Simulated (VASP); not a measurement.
Here is the system:

```
Ba
1.0
   -2.51828     2.51828     2.51828
    2.51828    -2.51828     2.51828
    2.51828     2.51828    -2.51828
Ba
1
Direct
  0.00000   0.00000   0.00000
```

These are PBE GGA, VASP's PBE PAW potentials (set 64) (plane waves; VASP) values and carry that method's errors. Run with 520 eV cut-off, Gaussian smearing of 0.050 eV, potentials Ba_sv.

Unless said otherwise, spin-orbit coupling is left out, though it shifts the bands of the heavy elements here.

Q: Predict the band gap (along the path) with the smallest direct gap where there is one.

A: 
| Quantity | Value |
|---|---|
| band gap (along the path) | none (metal, semimetal or under 0.01 eV) |

The compound is Ba in the bcc structure. It was relaxed first.
